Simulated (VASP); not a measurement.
VASP input:

KPOINTS:
```
Automatic mesh
0
Gamma
6 6 6
0 0 0
```

INCAR:
```
SYSTEM = PbS
PREC = Accurate
ENCUT = 400
EDIFF = 1E-6
NELM = 100
ALGO = Normal
LREAL = .FALSE.
LASPH = .TRUE.
ISMEAR = 0
SIGMA = 0.05
GGA = PE
LMAXMIX = 4
LWAVE = .FALSE.
LCHARG = .FALSE.
ISIF = 2
LSORBIT = .TRUE.
MAGMOM = 0 0 0 0 0 0
GGA_COMPAT = .FALSE.
```

File POSCAR:
```
PbS
1
    0.0000000000     3.0294000000     3.0294000000
    3.0294000000     0.0000000000     3.0294000000
    3.0294000000     3.0294000000     0.0000000000
Pb S
1 1
Direct
  0.0000000000   0.0000000000   0.0000000000
  0.5000000000   0.5000000000   0.5000000000
```

POTCAR, in this order: Pb_d S (PBE.64 set). Program: vasp_std.

The resulting files:

### standard output
```
 POSCAR found type information on POSCAR PbS
 POSCAR found :  2 types and       2 ions
 Reading from existing POTCAR

 -----------------------------------------------------------------------------
|                                                                             |
|     EEEEEEE  RRRRRR   RRRRRR   OOOOOOO  RRRRRR      ###     ###     ###     |
|     E        R     R  R     R  O     O  R     R     ###     ###     ###     |
|     E        R     R  R     R  O     O  R     R     ###     ###     ###     |
|     EEEEE    RRRRRR   RRRRRR   O     O  RRRRRR       #       #       #      |
|     E        R   R    R   R    O     O  R   R                               |
|     E        R    R   R    R   O     O  R    R      ###     ###     ###     |
|     EEEEEEE  R     R  R     R  OOOOOOO  R     R     ###     ###     ###     |
|                                                                             |
|     ERROR: Noncollinear calculations require that VASP is compiled          |
|     without the flag -DNGXhalf and-DNGZhalf.                                |
|     You probably tried to run a noncollinear calculation                    |
|     (LNONCOLLINEAR=T) with the executable vasp_std. Use vasp_ncl            |
|     instead!                                                                |
|                                                                             |
|       ---->  I REFUSE TO CONTINUE WITH THIS SICK JOB ... BYE!!! <----       |
|                                                                             |
 -----------------------------------------------------------------------------
```

Read input and log: which fault does this run have?
(A) LSORBIT needs the non-collinear program vasp_ncl
(B) ICHARG = 11 asks for a fixed density, but there is no CHGCAR
(C) NELM is too small, so the electronic loop ends before EDIFF is met
(D) NBANDS is too small to hold all electrons

A, LSORBIT needs the non-collinear program vasp_ncl. VASP stops with an error: ERROR: Noncollinear calculations require that VASP is compiled without the flag -DNGXhalf and-DNGZhalf. You probably tried to run a noncollinear calculation (LNONCOLLINEAR=T) with the executable vasp_std. Use vasp_ncl instead! ----> I REFUSE TO CONTINUE WITH THIS SICK JOB ... BYE!!! <----

To mend it, run vasp_ncl.

The mended run (PBE GGA with spin-orbit coupling, plane waves, VASP's PBE PAW potentials (set 64)) converges, and its OSZICAR ends with
```
   1 F= -.91388015E+01 E0= -.91387980E+01  d E =-.697981E-05  mag=     0.0000    -0.0000     0.0000
```

The compound is PbS in the rock salt structure. The cell was not relaxed at this level.
